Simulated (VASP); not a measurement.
Computed with PBE GGA, VASP's PBE PAW potentials (set 64) (plane waves; VASP).

The input files of a VASP run:

**KPOINTS**
```
Automatic mesh
0
Gamma
7 7 3
0 0 0
```

File POSCAR:
```
BN
1.0
  1.2230790000  -2.1184350000   0.0000000000
  1.2230790000   2.1184350000   0.0000000000
  0.0000000000   0.0000000000   6.5061540000
B N
2 2
Direct
  0.3333330000   0.6666670000   0.2500000000
  0.6666670000   0.3333330000   0.7500000000
  0.6666670000   0.3333330000   0.2500000000
  0.3333330000   0.6666670000   0.7500000000
```

INCAR:
```
! general
SYSTEM = BN
PREC   = Accurate
ENCUT  = 400
LREAL  = F   ! projection in real space or not
LASPH  = T

! electronic loop
EDIFF  = 1E-6   ! SCF stop (eV)
NELM   = 100   ! most electronic steps
ALGO   = Normal

! smearing
ISMEAR = -1   ! Fermi-Dirac
SIGMA  = 0.05   ! width (eV)

! functional
GGA    = PE   ! PBE

! ions
ISIF   = 2   ! forces and stress, cell fixed

! output
LWAVE  = F
LCHARG = F
```

POTCAR, in this order: B N (PBE.64 set). Program: vasp_std.

At this cut-off the stress carries a Pulay error, which pulls relaxed volumes low.

Question: Estimate the energy per atom (σ→0), pressure.

Answer: 
The energy per atom (σ→0) is -8.735 eV/atom and the pressure is 18.65 GPa.

File OSZICAR:
```
...
DAV:   7    -0.350241305023E+02    0.37663E+00   -0.60649E-01   460   0.641E+00    0.337E+00
DAV:   8    -0.349399802741E+02    0.84150E-01   -0.29109E-01   460   0.424E+00    0.385E-01
DAV:   9    -0.349375761877E+02    0.24041E-02   -0.10425E-02   464   0.891E-01    0.200E-01
DAV:  10    -0.349384648775E+02   -0.88869E-03   -0.11025E-03   452   0.291E-01    0.346E-02
DAV:  11    -0.349385620599E+02   -0.97182E-04   -0.19819E-04   476   0.123E-01    0.319E-02
DAV:  12    -0.349385555842E+02    0.64757E-05   -0.44812E-05   480   0.553E-02    0.487E-03
DAV:  13    -0.349385560208E+02   -0.43662E-06   -0.13770E-06   356   0.114E-02
   1 F= -.34938556E+02 E0= -.34938556E+02  d E =-.751232E-10
```

The structure is a typed BN crystal (P6_3/mmc). The cell was not relaxed at this level. The k-mesh is coarse (spacing up to 0.42 per Å, 2π included), so the numbers may not be converged in it. The run is one of a series of settings (KPOINTS 7×7×3 Γ-centred mesh against the base run), some of them coarse on purpose.
